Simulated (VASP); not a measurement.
Ni, 1 atom in the cell. The structure is cubic, space group Fm-3m (No. 225). The conventional cell has a = 3.518 Å, b = 3.518 Å, c = 3.518 Å, α = 90.00°, β = 90.00°, γ = 90.00°. Ni (site symmetry m-3m) is surrounded by 12 Ni at 2.49 Å. 

```yaml
Program: VASP 6.6.1
Task: band structure
Functional: PBE
Potentials_or_basis: VASP PAW PBE potentials, release 64 (Ni)
Cutoff: 520 eV
k_mesh: 20 × 20 × 20
Occupations: gaussian, width 0.1 eV
Spin: non-collinear spin, ferromagnetic start, spin-orbit coupling
Starting_moments: "[[0.0, 0.0, 0.8]] μB"
Further_INCAR_settings: ALGO = Normal; EDIFF = 1e-07; NBANDS = 21
```

Potentials or basis: VASP PAW PBE potentials, release 64 (Ni).

Run with:

```console
$ cat potpaw_PBE.64/Ni/POTCAR > POTCAR
$ cp INCAR.step1 INCAR
$ cp KPOINTS.step1 KPOINTS
$ mpirun -np 4 vasp_ncl > vasp.out
$ cp INCAR.step2 INCAR
$ cp KPOINTS.step2 KPOINTS
$ mpirun -np 4 vasp_ncl > vasp.out
```

Hardware: 4 MPI ranks on Intel(R) Xeon(R) 6975P-C (Granite Rapids), with other jobs on the host.

Task: Estimate the wall time of this run.

Result: Wall time 2.5 min on 4 MPI ranks on Intel(R) Xeon(R) 6975P-C (Granite Rapids), with other jobs on the host, peak memory 0.43 GiB a rank. Counts: scf iterations 8, k points 150.
